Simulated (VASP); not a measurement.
# HPbNO4 (Pmmn) in VASP: reference runs

How does HPbNO4 come out in PBE? The cell is run as given and disturbed.

Program: VASP 6.6.1. These are calculated values, not measurements. Logs are shortened: lines on timing, memory, paths and dates and some standing lists are left out, and cuts for length are marked.

### Step 1. The crystal as given

The structure is orthorhombic, space group Pmmn (No. 59). Conventional cell: a = 4.925 Å, b = 5.597 Å, c = 7.243 Å, α = 90.00°, β = 90.00°, γ = 90.00°. H (site symmetry mm2) has 1 O at 0.97 Å as nearest neighbours. Pb (site symmetry mm2) is surrounded by 6 O at 2.55 to 2.80 Å. N (site symmetry mm2) has 3 O at 1.22 to 1.29 Å as nearest neighbours. O (site symmetry mm2) is surrounded by 1 H at 0.97 Å. Around O (site symmetry m) lie 1 N at 1.29 Å. O (site symmetry mm2) is surrounded by 1 N at 1.22 Å.

The cell was built by a generator and needn't be a form met in nature.

### Step 2. Single point, PBE

INCAR reads:

```
SYSTEM = HPbNO4
  PREC = Accurate
  ENCUT = 520
  EDIFF = 1E-7
  ISMEAR = -1
  SIGMA = 0.05
  LREAL = .FALSE.
  LASPH = .TRUE.
  NELM = 80
  ALGO = Normal
  ISIF = 2
  LWAVE = .FALSE.
  LCHARG = .FALSE.
  GGA = PE
  NBANDS = 57
  KPAR = 4
```

KPOINTS reads:

```
regular mesh
0
G
  6 5 4
  0 0 0
```

POSCAR reads:

```
HPbNO4
1.0
    4.9245300000      0.0000000000      0.0000000000
    0.0000000000      5.5972000000      0.0000000000
    0.0000000000      0.0000000000      7.2434700000
H Pb N O
2 2 2 8
Direct
    0.0000000000      0.5000000000      0.1931700000
    0.5000000000      0.0000000000      0.8068300000
    0.5000000000      0.5000000000      0.9525700000
    0.0000000000      0.0000000000      0.0474300000
    0.0000000000      0.0000000000      0.6365400000
    0.5000000000      0.5000000000      0.3634600000
    0.0000000000      0.5000000000      0.0586000000
    0.5000000000      0.0000000000      0.9414000000
    0.0000000000      0.1956900000      0.7299500000
    0.0000000000      0.8043100000      0.7299500000
    0.0000000000      0.0000000000      0.4675000000
    0.5000000000      0.6956900000      0.2700500000
    0.5000000000      0.3043100000      0.2700500000
    0.5000000000      0.5000000000      0.5325000000
```

Potentials or basis: VASP PAW PBE potentials, release 64 (H, Pb_d, N, O).

On the command line:

```
$ cat potpaw_PBE.64/H/POTCAR potpaw_PBE.64/Pb_d/POTCAR potpaw_PBE.64/N/POTCAR potpaw_PBE.64/O/POTCAR > POTCAR
$ mpirun -np 4 vasp_std > vasp.out
```

OUTCAR:

```text
SYSTEM = HPbNO4
   PREC = Accurate
   ENCUT = 520
   EDIFF = 1E-7
   ISMEAR = -1
   LREAL = .FALSE.
   LASPH = .TRUE.
   NELM = 80
   ISIF = 2
   GGA = PE

 ion  position               nearest neighbor table
   1  0.000  0.500  0.193-   7 0.97
   2  0.500  0.000  0.807-   8 0.97
   3  0.500  0.500  0.953-  12 2.55  13 2.55   7 2.58   7 2.58   8 2.80   8 2.80  14 3.04   4 3.79
                             4 3.79   4 3.79   4 3.79
   4  0.000  0.000  0.047-   9 2.55  10 2.55   8 2.58   8 2.58   7 2.80   7 2.80  11 3.04   3 3.79
                             3 3.79   3 3.79   3 3.79
   5  0.000  0.000  0.637-  11 1.22  10 1.29   9 1.29
   6  0.500  0.500  0.363-  14 1.22  13 1.29  12 1.29
   7  0.000  0.500  0.059-   1 0.97   3 2.58   3 2.58   4 2.80   4 2.80
   8  0.500  0.000  0.941-   2 0.97   4 2.58   4 2.58   3 2.80   3 2.80
   9  0.000  0.196  0.730-   5 1.29   4 2.55
  10  0.000  0.804  0.730-   5 1.29   4 2.55
  11  0.000  0.000  0.468-   5 1.22   4 3.04
  12  0.500  0.696  0.270-   6 1.29   3 2.55
  13  0.500  0.304  0.270-   6 1.29   3 2.55
  14  0.500  0.500  0.532-   6 1.22   3 3.04

  LATTYP: Found a simple orthorhombic cell.
 ALAT       =     4.9245300000
 B/A-ratio  =     1.1365957767
 C/A-ratio  =     1.4708956997

  Lattice vectors:

 A1 = (   4.9245300000,   0.0000000000,   0.0000000000)
 A2 = (   0.0000000000,   5.5972000000,   0.0000000000)
 A3 = (   0.0000000000,   0.0000000000,   7.2434700000)

Analysis of symmetry for initial positions (statically):
=====================================================================
 Subroutine PRICEL returns:
 Original cell was already a primitive cell.

 Routine SETGRP: Setting up the symmetry group for a
 simple orthorhombic supercell.

 Subroutine GETGRP returns: Found  8 space group operations
 (whereof  4 operations were pure point group operations)
 out of a pool of  8 trial point group operations.

The static configuration has the point symmetry C_2v.
 The point group associated with its full space group is D_2h.

Analysis of symmetry for dynamics (positions and initial velocities):
=====================================================================
 Subroutine PRICEL returns:
 Original cell was already a primitive cell.

 Routine SETGRP: Setting up the symmetry group for a
 simple orthorhombic supercell.

 Subroutine GETGRP returns: Found  8 space group operations
 (whereof  4 operations were pure point group operations)
[... 141 lines left out ...]
   EFERMI =   0.00;   METHOD = LEGACY
   ISMEAR =    -1;   SIGMA  =   0.05  broadening in eV -4-tet -1-fermi 0-gaus
   EFERMI_NEDOS =   21; number of points for ismear=-14 and -15
   IALGO  =     38    algorithm
   IMIX   =      4    mixing-type and parameters
     AMIX     =   0.40;   BMIX     =  1.00
     AMIX_MAG =   1.60;   BMIX_MAG =  1.00
  volume/ion in A,a.u.               =      14.26        96.24
  Fermi-wavevector in a.u.,A,eV,Ry     =   1.245876  2.354365 21.119072  1.552208
  Thomas-Fermi vector in A             =   2.380079
   LORBIT       =      0    0 simple, 1 ext, 2 COOP (PROOUT), +10 PAW based schemes
   GGA     = PE    functional components
   LHFCALC =     F    Hartree Fock is set to
   AEXX    =    0.0000 exact exchange contribution
   IVDW    =     0    specifies the selected vdW correction
   LEPSILON=     F    determine dielectric tensor
   LRPA    =     F    only Hartree local field effects (RPA)
 non-spin polarized calculation
  energy-cutoff  :      520.00
  volume of cell :      199.66
 maximum number of plane-waves:      5405
 NGX is ok and might be reduce to    40
   NGX = 19   NGY = 21   NGZ = 27

 number of electron      87.9999965 magnetization

 Free energy of the ion-electron system (eV)
  ---------------------------------------------------
  ext. energy  EPLUGINS =         0.00000000
  ---------------------------------------------------
  free energy    TOTEN  =       -80.29767573 eV

  energy without entropy =      -80.29767573  energy(sigma->0) =      -80.29767573

 E-fermi :   1.8546     XC(G=0):  -8.7471

 val. band max:        0.7022548999   @ k =   0.0000   0.0000   0.0000
 cond. band min:       3.5550087672   @ k =   0.5000   0.4000   0.0000
 fundamental gap:      2.8527538674
 Fermi energy:         1.8546003327

 k-point     1 :       0.0000    0.0000    0.0000
  band No.  band energies     occupation
      1     -24.8772      2.00000
      2     -24.8467      2.00000
      3     -19.7348      2.00000
      4     -19.7161      2.00000
      5     -18.9551      2.00000
      6     -18.9416      2.00000
[... 1405 lines left out ...]
     55       9.4351      0.00000
     56       9.4351      0.00000

 [... further k-points ...]

 [bands above 56 left out]

------------------------ aborting loop because EDIFF is reached ----------------------------------------

  FORCE on cell =-STRESS in cart. coord.  units (eV):
  Direction    XX          YY          ZZ          XY          YZ          ZX
  --------------------------------------------------------------------------------------
  -------------------------------------------------------------------------------------
  Total       -0.2696800      0.9067175      1.8868150      0.0000000      0.0000000      0.0000000
  in kB       -2.1640983      7.2761278     15.1411070      0.0000000      0.0000000      0.0000000
  external PRESSURE =       6.7510455 kB  Pullay stress =       0.0000000 kB

 VOLUME and BASIS-vectors are now :
 -----------------------------------------------------------------------------
  energy-cutoff  :      520.00
  volume of cell :      199.66
      direct lattice vectors                 reciprocal lattice vectors
     4.924530000  0.000000000  0.000000000     0.203065064  0.000000000  0.000000000
     0.000000000  5.597200000  0.000000000     0.000000000  0.178660759  0.000000000
     0.000000000  0.000000000  7.243470000     0.000000000  0.000000000  0.138055380

 POSITION                                       TOTAL-FORCE (eV/Angst)
 -----------------------------------------------------------------------------------
      0.00000      2.79860      1.39922         0.000000      0.000000      0.126588
      2.46226      0.00000      5.84425         0.000000      0.000000     -0.126588
      2.46226      2.79860      6.89991         0.000000      0.000000     -0.029555
      0.00000      0.00000      0.34356         0.000000      0.000000      0.029555
      0.00000      0.00000      4.61076         0.000000      0.000000      0.197953
      2.46226      2.79860      2.63271         0.000000      0.000000     -0.197953
      0.00000      2.79860      0.42447         0.000000      0.000000     -0.110139
      2.46226      0.00000      6.81900         0.000000      0.000000      0.110139
      0.00000      1.09532      5.28737         0.000000      0.266711      0.169180
      0.00000      4.50188      5.28737         0.000000     -0.266711      0.169180
      0.00000      0.00000      3.38632         0.000000      0.000000     -0.568157
      2.46226      3.89392      1.95610         0.000000      0.266711     -0.169180
      2.46226      1.70328      1.95610        -0.000000     -0.266711     -0.169180
      2.46226      2.79860      3.85715         0.000000      0.000000      0.568157
 -----------------------------------------------------------------------------------
    total drift:                                0.000000      0.000000      0.000000

  FREE ENERGIE OF THE ION-ELECTRON SYSTEM (eV)
  ---------------------------------------------------
  free  energy   TOTEN  =       -80.2976757342 eV

  energy  without entropy=      -80.2976757341  energy(sigma->0) =      -80.29767573
```

OSZICAR:

```text
N       E                     dE             d eps       ncg     rms          rms(c)
DAV:   1     0.105811939303E+04    0.10581E+04   -0.42016E+04  4104   0.162E+03
DAV:   2     0.866610572077E+02   -0.97146E+03   -0.91294E+03  4456   0.445E+02
DAV:   3    -0.791877720421E+02   -0.16585E+03   -0.15963E+03  4956   0.204E+02
DAV:   4    -0.896050963673E+02   -0.10417E+02   -0.10312E+02  5232   0.560E+01
DAV:   5    -0.900786757616E+02   -0.47358E+00   -0.47275E+00  5968   0.113E+01    0.209E+01
DAV:   6    -0.805277813644E+02    0.95509E+01   -0.37138E+01  5824   0.318E+01    0.846E+00
DAV:   7    -0.803858221585E+02    0.14196E+00   -0.38926E+00  4981   0.920E+00    0.506E+00
DAV:   8    -0.803319765916E+02    0.53846E-01   -0.11655E+00  5520   0.536E+00    0.157E+00
DAV:   9    -0.802933609551E+02    0.38616E-01   -0.22522E-01  5376   0.271E+00    0.538E-01
DAV:  10    -0.802969328415E+02   -0.35719E-02   -0.36002E-02  5000   0.108E+00    0.209E-01
DAV:  11    -0.802973513914E+02   -0.41855E-03   -0.23778E-03  5887   0.300E-01    0.883E-02
DAV:  12    -0.802976493688E+02   -0.29798E-03   -0.88590E-04  4896   0.139E-01    0.393E-02
DAV:  13    -0.802976653690E+02   -0.16000E-04   -0.10747E-04  5598   0.673E-02    0.111E-02
DAV:  14    -0.802976745110E+02   -0.91420E-05   -0.21322E-05  5048   0.220E-02    0.622E-03
DAV:  15    -0.802976756737E+02   -0.11627E-05   -0.20052E-06  5135   0.845E-03    0.239E-03
DAV:  16    -0.802976757342E+02   -0.60457E-07   -0.24673E-07  4096   0.304E-03
   1 F= -.80297676E+02 E0= -.80297676E+02  d E =-.307753E-10
```

Wall time 82 s (4 MPI ranks of AMD EPYC 9R45 (Zen 5), shared host); peak memory 0.49 GiB.

Results:

```
Free energy            : -80.2977 eV
Pressure               : 0.7 GPa
Largest force          : 0.568 eV/Å
Band gap on the k mesh : 2.85 eV, indirect (least direct gap 2.97 eV)
```

Forces on the atoms (eV/Å):
```
H    0.000  0.000  0.127
H    0.000  0.000 -0.127
Pb   0.000  0.000 -0.030
Pb   0.000  0.000  0.030
N    0.000  0.000  0.198
N    0.000  0.000 -0.198
O    0.000  0.000 -0.110
O    0.000  0.000  0.110
O    0.000  0.267  0.169
O    0.000 -0.267  0.169
O    0.000  0.000 -0.568
O    0.000  0.267 -0.169
O    0.000 -0.267 -0.169
O    0.000  0.000  0.568
```

Stress tensor (GPa, compression positive):
```
-0.22  0.00  0.00
 0.00  0.73  0.00
 0.00  0.00  1.51
```

Caveat: the standard files for N, O and F lose accuracy on very short bonds; spin-orbit coupling is left out, which as a rule narrows the gap of such compounds by several tenths of an eV; an odd mesh through Γ misses points on the zone boundary, where band edges often lie.

### Step 3. Single point, PBE (atoms moved at random, drawn with an rms of 0.05 Å)

INCAR is that of step 2.

KPOINTS is that of step 2.

POSCAR reads:

```
HPbNO4
1.0
    4.9245300000      0.0000000000      0.0000000000
    0.0000000000      5.5972000000      0.0000000000
    0.0000000000      0.0000000000      7.2434700000
H Pb N O
2 2 2 8
Direct
   -0.0120010000      0.4931210000      0.1971610000
    0.4959720000     -0.0070950000      0.8098730000
    0.5095280000      0.5039220000      0.9528390000
    0.0027290000     -0.0055490000      0.0447690000
   -0.0106380000     -0.0097090000      0.6362180000
    0.5027750000      0.5074870000      0.3630830000
   -0.0109620000      0.4970220000      0.0567220000
    0.4975120000      0.0026140000      0.9369530000
   -0.0050220000      0.1991770000      0.7306040000
   -0.0056060000      0.8075480000      0.7331240000
   -0.0174370000     -0.0059480000      0.4656370000
    0.5004840000      0.6969990000      0.2667050000
    0.4986820000      0.3159460000      0.2706220000
    0.4977610000      0.4994940000      0.5275250000
```

Potentials or basis: VASP PAW PBE potentials, release 64 (H, Pb_d, N, O).

On the command line:

```
$ cat potpaw_PBE.64/H/POTCAR potpaw_PBE.64/Pb_d/POTCAR potpaw_PBE.64/N/POTCAR potpaw_PBE.64/O/POTCAR > POTCAR
$ mpirun -np 4 vasp_std > vasp.out
```

Run time: 2.4 min. Hardware: 4 MPI ranks of AMD EPYC 9R45 (Zen 5), shared host; peak memory 0.66 GiB.

It converged, with:

```yaml
Free_energy: -79.9024 eV
Pressure: 2.7 GPa
Largest_force: 3.561 eV/Å
Band_gap_on_the_k_mesh: 2.77 eV, indirect (least direct gap 2.88 eV)
```

Forces in eV/Å, atoms in the order of the input:
```
H    0.008  0.056 -1.642
H   -0.036 -0.025 -3.190
Pb  -0.071 -0.274 -0.078
Pb   0.035  0.349  0.161
N    0.121  3.530 -0.450
N   -0.463 -0.457 -1.808
O    0.122  0.006  1.672
O    0.028  0.042  3.240
O   -0.069 -1.308 -0.662
O   -0.014 -2.055  0.483
O   -0.002 -0.370  0.429
O    0.116  1.761 -0.172
O    0.117 -1.927 -1.196
O    0.107  0.672  3.211
```

Stress tensor (GPa, compression positive):
```
 0.00 -0.03 -0.09
-0.03  3.40 -0.11
-0.09 -0.11  4.66
```

Levels at points of the mesh, in eV from the valence-band top:
```tsv
k point	band 40	band 41	band 42	band 43	band 44	band 45	band 46	band 47	band 48	band 49
(0.00, 0.00, 0.00)	-1.52	-1.39	-1.21	-0.33	0.00	3.13	3.92	5.18	5.26	5.45
(0.50, 0.00, 0.00)	-1.20	-0.70	-0.62	-0.24	-0.10	3.25	3.57	4.82	4.88	5.79
(0.00, 0.00, 0.50)	-1.49	-1.41	-1.24	-0.24	-0.08	3.19	3.85	4.33	5.19	5.34
(0.50, 0.00, 0.50)	-1.18	-0.73	-0.64	-0.22	-0.09	3.30	3.69	4.60	4.70	5.64
```

Caveat: the standard files for N, O and F lose accuracy on very short bonds; spin-orbit coupling is left out, which as a rule narrows the gap of such compounds by several tenths of an eV; an odd mesh through Γ misses points on the zone boundary, where band edges often lie.
